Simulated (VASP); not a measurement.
GaB:

```
Ga B
1.0
     2.71824    0.00000    0.00000
     0.00000    2.71824    0.00000
     0.00000    0.00000    3.23621
Ga B
1 1
Cartesian
  1.3591 1.3591 1.6181
  0.0000 0.0000 0.0000
```

The cell was built by a generator and needn't be a form met in nature.

- Program: VASP 6.6.1
- Task: relaxation of cell and atoms
- Functional: PBEsol
- Potentials or basis: VASP PAW PBE potentials, release 64 (Ga_d, B)
- Cutoff: 600 eV
- k mesh: 10 × 10 × 8
- Occupations: fermi-dirac, width 0.05 eV
- Spin: no spin polarisation

At the start: pressure -4.1 GPa; volume 11.96 Å³/atom.

**Question.** Where does the relaxation end?

**Answer.** Over 6 steps the energy falls by 6.4 meV/atom and the volume is 11.46 Å³/atom (-4.1 %); space group P4/mmm (No. 123, to 0.05 Å).

Step by step:
```tsv
step	energy change (eV)	largest force (eV/Å)	pressure (GPa)	volume (Å³)
1	0.0000	0.0000	-4.12	23.91
2	-0.0120	0.0000	0.71	22.86
3	-0.0122	0.0000	-0.07	23.00
4	-0.0122	0.0000	0.08	22.98
5	-0.0125	0.0000	0.10	22.97
6	-0.0129	0.0000	0.06	22.92
```

Final structure:
```xyz
2
Lattice="2.6690 0.0000 0.0000 0.0000 2.6690 0.0000 0.0000 0.0000 3.2180" Properties=species:S:1:pos:R:3 pbc="T T T"
Ga    1.3345    1.3345    1.6090
B     0.0000    0.0000    0.0000
```

Caveat: the PAW data sets were made with another functional, which shifts forces and pressure a little.
